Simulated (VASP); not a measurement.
Calculation: PBE GGA, VASP's PBE PAW potentials (set 64) (plane waves; VASP).

The input files of a VASP run:

**KPOINTS**
```
Regular mesh
0
Gamma
  12 12 6
```

File POSCAR:
```
Lu
1
    1.8269397387    -3.1643525410     0.0000000000
    1.8269397387     3.1643525410     0.0000000000
    0.0000000000     0.0000000000     5.7038006360
Lu
2
Direct
  0.3333330000   0.6666670000   0.2500000000
  0.6666670000   0.3333330000   0.7500000000
```

### INCAR
```
! general
SYSTEM =Lu
PREC   =Accurate
ENCUT  =480
LREAL  =.FALSE.   ! projection in real space or not
LASPH  =.TRUE.

! electronic loop
EDIFF  =1E-7   ! SCF stop (eV)
NELM   =100   ! most electronic steps
ALGO   =Normal
LMAXMIX=6

! smearing
ISMEAR =1   ! Methfessel-Paxton
SIGMA  =0.1

! functional
GGA    =PE   ! PBE

! ions
IBRION =2   ! conjugate gradients
NSW    =30
ISIF   =2   ! forces and stress, cell fixed
EDIFFG =-0.01   ! ionic stop

! output
LWAVE  =.FALSE.
LCHARG =.FALSE.
```

POTCAR, in this order: Lu_3 (PBE.64 set). Program: vasp_std.

### Question
Predict the energy per atom (σ→0), pressure, band gap (on the k-mesh).

### Answer

```json
{
 "energy per atom (σ→0)": "-4.399 eV/atom",
 "band gap (on the k-mesh)": "none (metal, semimetal or under 0.01 eV)",
 "pressure": "-44.7 kbar"
}
```

OSZICAR:
```
...
DAV:   7    -0.879804228909E+01    0.30045E-02   -0.93088E-02  3276   0.613E+00    0.358E-01
DAV:   8    -0.879789991004E+01    0.14238E-03   -0.67670E-03  3324   0.133E+00    0.912E-02
DAV:   9    -0.879792114269E+01   -0.21233E-04   -0.24780E-04  3499   0.228E-01    0.358E-02
DAV:  10    -0.879791517048E+01    0.59722E-05   -0.29722E-05  3395   0.926E-02    0.430E-02
DAV:  11    -0.879791590059E+01   -0.73012E-06   -0.23865E-06  3314   0.217E-02    0.225E-03
DAV:  12    -0.879791607273E+01   -0.17214E-06   -0.90542E-08  2069   0.762E-03    0.103E-03
DAV:  13    -0.879791605924E+01    0.13492E-07   -0.26122E-08  1838   0.892E-03
   1 F= -.87979161E+01 E0= -.87976159E+01  d E =-.879792E+01
```

The compound is Lu in the hcp structure. This cell was strained or had an atom moved on purpose.
